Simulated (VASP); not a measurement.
An input for Ansatz (written as the equivalent of a VASP run, and not itself run):

Ansatz 0.2 input:
```yaml
crystal:
  lattice:
    - [2.7479307, 0.0000000, 0.0000000]
    - [0.0000000, 2.7479307, 0.0000000]
    - [0.0000000, 0.0000000, 3.7745733]
  atoms:
    - { symbol: Fe, position: [0.0000000, 0.0000000, 1.0000000], spin: 3 }
    - { symbol: Pt, position: [0.5000000, 0.5000000, 0.5000000], spin: 0.3 }
kpoints:
  mp_grid: { grid: [12, 12, 9] }
hamiltonian:
  xc: revpbe
  pseudopotentials: { kind: paw }
magnetization: { spin_polarized: true }
scf:
  occupations: { method: methfessel_paxton, width: 0.1 }
  max_iter: 100
relax:
  max_steps: 60
  f_tol: 0.01
  cell: {}
output: { forces: true, stress: true, eigenvalues: true }
```

Translate this input to VASP (INCAR, KPOINTS, POSCAR, choice of POTCAR).

One answer among several that fit: 
### KPOINTS
```
Automatic mesh
0
Gamma
12 12 9
0 0 0
```

**POSCAR**
```
FePt
1.0
  2.7479307162   0.0000000000   0.0000000000
  0.0000000000   2.7479307162   0.0000000000
  0.0000000000   0.0000000000   3.7745732877
Fe Pt
1 1
Cart
  0.0000000000   0.0000000000   3.7745732877
  1.3739653581   1.3739653581   1.8872866439
```

INCAR:
```
SYSTEM = FePt
PREC = Accurate; ENCUT = 520; LREAL = F
LASPH = T
EDIFF = 1E-6; NELM = 100; ALGO = Normal
LMAXMIX = 6
ISMEAR = 1; SIGMA = 0.1
GGA = RE
MAGMOM = 3.0 0.3
ISPIN = 2
IBRION = 2; NSW = 60; ISIF = 3
EDIFFG = -0.01
LWAVE = F; LCHARG = F; LORBIT = 10
```

POTCAR, in this order: Fe Pt (PBE.64 set). Program: vasp_std.

The two are equivalent in intent, not identical: each code has its own PAW files, so the cut-off isn't converted (ENCUT is set for VASP's; basis.ecutwfc is left out, and Ansatz then takes the one that its files recommend); Ansatz stops its SCF on the density residual and VASP on the energy change (EDIFF).

The compound is FePt in the L1_0 structure. It was relaxed first. The start is the result of an earlier pass.
